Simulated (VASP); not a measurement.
A convergence study with VASP on Ca (space group Fm-3m): a few settings are varied, all else stays as given below, so the limit is that of these other settings.

```yaml
crystal:
  lattice:
    - [0.00000, 2.79837, 2.79837]
    - [2.79837, 0.00000, 2.79837]
    - [2.79837, 2.79837, 0.00000]
  atoms:
    - { symbol: Ca, position: [0.00000, 0.00000, 0.00000] }
```

These are PBEsol GGA, VASP's PBE PAW potentials (set 64) (plane waves; VASP 6.6.1) values and carry that method's errors. The last row used: 300 eV cut-off, 10×10×10 Γ-centred mesh, Gaussian smearing of 0.10 eV, potentials Ca_sv.

| setting | E (eV/atom) | pressure (GPa) | irreducible k-points |
|---|---|---|---|
| EDIFF = 1E-01 | -2.1302 | 3.31 | 47 |
| EDIFF = 1E-02 | -2.1304 | 3.37 | 47 |
| EDIFF = 1E-03 | -2.1296 | -1.32 | 47 |
| EDIFF = 1E-04 | -2.1296 | -1.28 | 47 |
| EDIFF = 1E-05 | -2.1296 | -1.38 | 47 |
| EDIFF = 1E-06 | -2.1296 | -1.36 | 47 |
| EDIFF = 1E-07 | -2.1296 | -1.36 | 47 |
| EDIFF = 1E-08 | -2.1296 | -1.36 | 47 |
| EDIFF = 1E-10 | -2.1296 | -1.36 | 47 |
| EDIFF = 1E-12 | -2.1296 | -1.36 | 47 |

Left out are rungs that failed or repeat a setting and relaxations that didn't move; long series are thinned to 24 rows.

The structure is a typed Ca crystal (space group no. 225). The cell was not relaxed at this level.
